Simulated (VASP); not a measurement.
Data:

```
CELL_PARAMETERS angstrom
      4.24632     0.00000     0.00000
     -2.12316     3.67742     0.00000
      0.00000     0.00000    13.92595
ATOMIC_POSITIONS crystal
  Cu 0.00000 0.00000 0.99950
  Cu 0.00000 0.00000 0.49950
  Cu 0.66667 0.33333 0.75002
  Cu 0.33333 0.66667 0.25002
  I  0.00000 0.00000 0.81308
  I  0.00000 0.00000 0.31308
  I  0.66667 0.33333 0.56303
  I  0.33333 0.66667 0.06303
```

Computed with r2SCAN meta-GGA, VASP's PBE PAW potentials (set 64) (plane waves; VASP). Settings: 400 eV cut-off, 7×7×2 Γ-centred mesh, tetrahedra with Blöchl corrections, potentials Cu I.

Unless said otherwise, spin-orbit coupling is left out, though it shifts the bands of the heavy elements here.

Task: What does the run give for the energy per atom (σ→0), band gap (over mesh and band path) with the smallest direct gap where there is one?

Result: 
```yaml
band gap (over mesh and band path): 1.71 eV
smallest direct gap (over mesh and band path): 1.71 eV
energy per atom (σ→0): -17.895 eV/atom
```

Total energies compare only between runs with the same potentials, cut-off and functional.

The structure was generated: CuI was put into the 4H type (P6_3mc), which need not be its known phase. It was relaxed first, which changed the volume by -11 %.
